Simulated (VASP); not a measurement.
# ZnCd₃S₄, relaxation of the atoms: which settings are enough?

ZnCd₃S₄, P1 (no. 1), 8 atoms in the cell. R2SCAN, relaxation of the atoms; PAW potentials Cd, Zn, S (PBE set). VASP 6.6.1.

Wanted: energy within 1 meV/atom; two shortest distances of each atom within 0.01 Å.

POSCAR:
```
ZnCd3S4
1.0
    5.7595462300      0.0000000000      0.0000000000
    0.0000000000      5.7595462300      0.0000000000
    0.0000000000      0.0000000000      5.7595462300
Cd Zn S
3 1 4
Direct
    0.5077590000      0.0049960000      0.5010750000
    0.4879260000      0.5060030000      0.0024700000
   -0.0028570000      0.5021030000      0.5014860000
    0.0071400000     -0.0045450000      0.0036770000
    0.2311340000      0.2295450000      0.2276920000
    0.2471970000      0.7591990000      0.7571910000
    0.7578050000      0.2284100000      0.7608070000
    0.7638950000      0.7742880000      0.2456020000
```

The series start from Force threshold EDIFFG (eV/Å): -0.02; Electronic threshold EDIFF (eV): 1e-6; Relaxation method: conjugate gradient, POTIM 0.5; Mixing and least electronic steps: default. Each series keeps the choices made before it, and each single choice may use up half of a tolerance.

## Force threshold EDIFFG (eV/Å)

| Force threshold EDIFFG (eV/Å) | Energy less reference (meV/atom) | Two shortest distances of each atom, largest deviation (Å) | Time (s) |
|---|---|---|---|
| -0.1 | 0.7 | 0.011 | 85 |
| -0.05 | 0.0 | 0.002 | 194 |
| -0.03 | 0.0 | 0.002 | 221 |
| -0.02 | 0.0 | 0.002 | 234 |
| -0.01 | 0.0 | 0.002 | 268 |
| -0.005 | 0.0 | 0.001 | 276 |
| -0.002 (reference) | 0.0 | 0.000 | 328 |

Chosen: -0.05, the loosest value from which every tighter one stays within half of the tolerance.

## Electronic threshold EDIFF (eV)

| Electronic threshold EDIFF (eV) | Energy less reference (meV/atom) | Two shortest distances of each atom, largest deviation (Å) | Time (s) |
|---|---|---|---|
| 0.001 | 0.1 | 0.001 | 139 |
| 0.0001 | 0.1 | 0.002 | 123 |
| 1e-5 | 0.0 | 0.002 | 173 |
| 1e-6 | 0.0 | 0.001 | 194 |
| 1e-7 (reference) | 0.0 | 0.000 | 249 |

Chosen: 0.001.

## Relaxation method

| Relaxation method | Energy less reference (meV/atom) | Two shortest distances of each atom, largest deviation (Å) | SCF iterations | Time (s) |
|---|---|---|---|---|
| conjugate gradient, POTIM 0.5 | 0.0 | 0.000 | 63 | 139 |
| conjugate gradient, POTIM 0.2 | -0.1 | 0.001 | 63 | 128 |
| conjugate gradient, POTIM 1.0 | 0.1 | 0.001 | 69 | 133 |
| quasi-Newton, POTIM 0.5 | 0.3 | 0.003 | 37 | 58 |
| quasi-Newton, POTIM 0.3, 10 steps kept | 0.3 | 0.003 | 38 | 62 |
| quasi-Newton, POTIM 0.5, at least 5 electronic steps | 0.3 | 0.004 | 41 | 72 |
| damped dynamics, POTIM 0.2, SMASS 0.4 | 0.0 | 0.005 | 74 | 144 |
| damped dynamics, POTIM 0.4, SMASS 0.8 | 0.1 | 0.004 | 53 | 92 |
| velocity quench, POTIM 0.1 | 0.2 | 0.002 | 45 | 85 |

Chosen: quasi-Newton, POTIM 0.5, the fastest of those that stay within half of the tolerance.

## Mixing and least electronic steps

| Mixing and least electronic steps | Energy less reference (meV/atom) | Two shortest distances of each atom, largest deviation (Å) | SCF iterations | Time (s) |
|---|---|---|---|---|
| default | 0.0 | 0.000 | 37 | 58 |
| MAXMIX 40 | 0.1 | 0.000 | 36 | 62 |
| NELMIN 4 | -0.2 | 0.003 | 47 | 81 |
| NELMIN 4, MAXMIX 40 | -0.1 | 0.002 | 42 | 80 |
| ALGO Fast | -0.1 | 0.001 | 43 | 76 |

Chosen: default; no other choice that stays within half of the tolerance saves 30 % of the time.

## All choices together

| Input | Energy less reference (meV/atom) | Two shortest distances of each atom, largest deviation (Å) | Time (s) |
|---|---|---|---|
| program defaults (naive) | 0.1 | 0.002 | 136 |
| chosen settings | 0.4 | 0.006 | 58 |
| reference settings throughout | 0.0 | 0.000 | 421 |

The tolerance is met.

## The input

INCAR:
```
SYSTEM = ZnCd3S4
ALGO = Normal ; EDIFF = 0.001
EDIFFG = -0.05 ; ENCUT = 350
IBRION = 1 ; ISIF = 2
ISMEAR = 0 ; KPAR = 4
LASPH = .True. ; LCHARG = .False.
LMIXTAU = .True. ; LREAL = .False.
LWAVE = .False. ; METAGGA = R2SCAN
NELM = 100 ; NSW = 150
POTIM = 0.5 ; PREC = Normal
SIGMA = 0.05
```

KPOINTS:
```
k-points
0
Gamma
  3 3 3
```

Commands:
```
cat potpaw_PBE.64/Cd/POTCAR potpaw_PBE.64/Zn/POTCAR potpaw_PBE.64/S/POTCAR > POTCAR
mpirun -np 4 vasp_std > vasp.out
```

The naive input happens to agree within the tolerance here, in 136 s.

Limits: the start was distorted on purpose (atoms moved at random), so the space group given is the start's and not the crystal's.

The chosen input took VASP 6.6.1 58 s on 4 cores (Intel Xeon 6975P-C (Granite Rapids)), a shared host.

## An input that fails: ionic step far too long

VASP's message: internal error in: us.F  at line: 1398 internal ERROR SETYLM_AUG: -27 18 925 29 -28 17 17 If you are not a developer, you should not encounter this problem. Please submit a bug report.

Changes against the starting input:
```
- NELM = 100
- IBRION = 2
- NSW = 150
- POTIM = 0.5
+ NELM = 60
+ IBRION = 3
+ NSW = 30
+ POTIM = 5.0
+ SMASS = 0.4
```
